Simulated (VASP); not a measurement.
Input:

```
BeS
1.0
    0.00000     2.39846     2.39846
    2.39846     0.00000     2.39846
    2.39846     2.39846     0.00000
Be S
1 1
Direct
  0.00000   0.00000   0.00000
  0.25000   0.25000   0.25000
```

All values below come from LDA (Ceperley-Alder, Perdew-Zunger), VASP's LDA PAW potentials (set 64) (plane waves; VASP). Run with 520 eV cut-off, 10×10×10 Γ-centred mesh, Gaussian smearing of 0.050 eV, potentials Be S.

Estimate the energy per atom (σ→0), band gap (on the k-mesh) with the smallest direct gap where there is one.

```json
{
 "band gap (on the k-mesh)": "2.83 eV",
 "smallest direct gap (on the k-mesh)": "5.53 eV",
 "energy per atom (σ→0)": "-5.571 eV/atom"
}
```

The compound is BeS in the zinc blende structure. It was relaxed first.
